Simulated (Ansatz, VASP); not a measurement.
## One calculation of YMg6Si, two programs

The input run.py:

```python
from ase.calculators.vasp import Vasp
from ase.dft.bandgap import bandgap
from ase.io import read

atoms = read('YMg6Si.cif')
calc = Vasp(
    directory='calc',
    xc='rpbe',
    pp='PBE',
    setups={'base': 'minimal', 'Y': '_sv_GW', 'Si': '_GW', 'Mg': '_GW'},
    prec='Accurate',
    encut=550,
    ediff=1e-07,
    ismear=0,
    sigma=0.1,
    lreal=False,
    lasph=True,
    nelm=100,
    algo='Normal',
    isif=2,
    lwave=False,
    lcharg=False,
    kpts=[5, 5, 5],
    gamma=True,
)
atoms.calc = calc

print('energy (eV):', atoms.get_potential_energy())
print('free energy (eV):', atoms.get_potential_energy(force_consistent=True))
print('forces (eV/A):')
print(atoms.get_forces())
print('stress (eV/A^3, Voigt):', atoms.get_stress())
print('Fermi level (eV):', calc.get_fermi_level())
gap, top, bottom = bandgap(calc)
print('band gap (eV):', gap, 'from (spin, k, band)', top, 'to', bottom)
```

File YMg6Si.cif:

```cif
data_YMg6Si
_cell_length_a 5.08297000
_cell_length_b 6.58066534
_cell_length_c 6.58066534
_cell_angle_alpha 54.85786268
_cell_angle_beta 90.00000000
_cell_angle_gamma 90.00000000
_space_group_name_H-M_alt 'P1'
_space_group_name_Hall 'P 1'
_space_group_IT_number 1
loop_
_space_group_symop_operation_xyz
'x,y,z'
loop_
_atom_site_label
_atom_site_type_symbol
_atom_site_symmetry_multiplicity
_atom_site_Wyckoff_symbol
_atom_site_fract_x
_atom_site_fract_y
_atom_site_fract_z
_atom_site_occupancy
Y1 Y 1 a 0.5000000000 0.1773320000 0.1773320000 1
Si1 Si 1 a 0.5000000000 0.6606560000 0.6606560000 1
Mg1 Mg 1 a 0.0000000000 0.8200270000 0.8200270000 1
Mg2 Mg 1 a 0.0000000000 0.3387210000 0.3387210000 1
Mg3 Mg 1 a 0.0000000000 0.3301270000 0.8239930000 1
Mg4 Mg 1 a 0.0000000000 0.8239930000 0.3301270000 1
Mg5 Mg 1 a 0.5000000000 0.1748240000 0.6743160000 1
Mg6 Mg 1 a 0.5000000000 0.6743160000 0.1748240000 1
```

input.yaml

```yaml
crystal:
  lattice:
    - [5.08297, 0.0, 0.0]
    - [0.0, 3.0313705, 5.840886]
    - [0.0, -3.0313705, 5.840886]
  atoms:
    - { symbol: "Y", position: [0.5, 0.177332, 0.177332] }
    - { symbol: Si, position: [0.5, 0.660656, 0.660656] }
    - { symbol: Mg, position: [0.0, 0.820027, 0.820027] }
    - { symbol: Mg, position: [0.0, 0.338721, 0.338721] }
    - { symbol: Mg, position: [0.0, 0.330127, 0.823993] }
    - { symbol: Mg, position: [0.0, 0.823993, 0.330127] }
    - { symbol: Mg, position: [0.5, 0.174824, 0.674316] }
    - { symbol: Mg, position: [0.5, 0.674316, 0.174824] }
hamiltonian:
  xc: rpbe
  pseudopotentials: { kind: paw }
kpoints:
  mp_grid: { grid: [5, 5, 5] }
scf:
  occupations: { method: gaussian, width: 0.1 }
output:
  forces: true
  stress: true
  eigenvalues: true
```

The cell comes from a database or a generator and needn't be the stable form of this composition.

Alike in both runs: task single point; functional RPBE; k mesh 5 × 5 × 5; occupations gaussian, width 0.1 eV; no spin polarisation.

|  | VASP | Ansatz |
| --- | --- | --- |
| version | VASP 6.6.1 | Ansatz 0.2.0 |
| potentials or method | VASP PAW PBE potentials, release 64 (Y_sv_GW, Si_GW, Mg_GW) | Ansatz PAW |
| plane-wave cutoff (eV) | 550 | 420 |
| valence electrons in the cell | 27 | 75 |

|  | VASP | Ansatz | Ansatz less VASP |
| --- | --- | --- | --- |
| gap on the k mesh at the Fermi level (eV) | none | none | - |
| pressure (GPa) | 1.2 | 1.4 | +0.23 |
| largest component of the traceless stress (GPa) | 0.52 | 0.72 | +0.200 |
| rms of the force components (eV/Å) | 0.029 | 0.029 | +0.0001 |

A gap of «none» marks a metal or a gap that the smearing closes. The two sets of potentials don't hold the same shells in valence.

Caveats: the PAW data sets were made with another functional, which shifts forces and pressure a little (VASP); the PAW data sets come from PBE, with cores solved anew for the run's functional, which leaves a small shift of forces and pressure (Ansatz).
